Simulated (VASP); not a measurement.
**BeCd3Te4 (ordered alloy cell): computed properties**

Computed with PBEsol GGA, VASP's PBE PAW potentials (set 64) (plane waves; VASP 6.6.1).

```
Quantity                                                                                            Value
---------------------------------------------  ----------------------------------------------------------
space group                                                                                     R3m (160)
cell                                           a = b = 4.426 Å, c = 43.893 Å, α = β = 90.00°, γ = 120.00°
volume per atom                                                                             31.02 Å³/atom
band gap (over mesh and band path)                                                                0.97 eV
smallest direct gap (over mesh and band path)                                                     0.97 eV
band-edge character                                                                        direct, Γ to Γ
density                                                                                        5.73 g/cm³
```

Space group R3m, hexagonal axes (No. 160); a = 4.4258 Å, b = 4.4258 Å, c = 43.8931 Å, α = 90.00°, β = 90.00°, γ = 120.00°

| atom | site | symmetry | x | y | z |
|---|---|---|---|---|---|
| Cd | 3a | 3m | 0.0000 | 0.0000 | 0.0053 |
| Cd | 3a | 3m | 0.0000 | 0.0000 | 0.2506 |
| Cd | 3a | 3m | 0.0000 | 0.0000 | 0.4961 |
| Te | 3a | 3m | 0.0000 | 0.0000 | 0.3140 |
| Te | 3a | 3m | 0.0000 | 0.0000 | 0.5594 |
| Te | 3a | 3m | 0.0000 | 0.0000 | 0.8052 |
| Te | 3a | 3m | 0.0000 | 0.0000 | 0.0691 |
| Be | 3a | 3m | 0.0000 | 0.0000 | 0.7503 |
(The calculation used a cell of 8 atoms; values per cell refer to that cell.)

Unless said otherwise, spin-orbit coupling is left out, though it shifts the bands of the heavy elements here.

The structure was generated: BeCd3Te4 was put into an ordered model structure (R3m), which need not be its known phase. It was relaxed first. Symmetry was kept, so distortions that lower it aren't found.
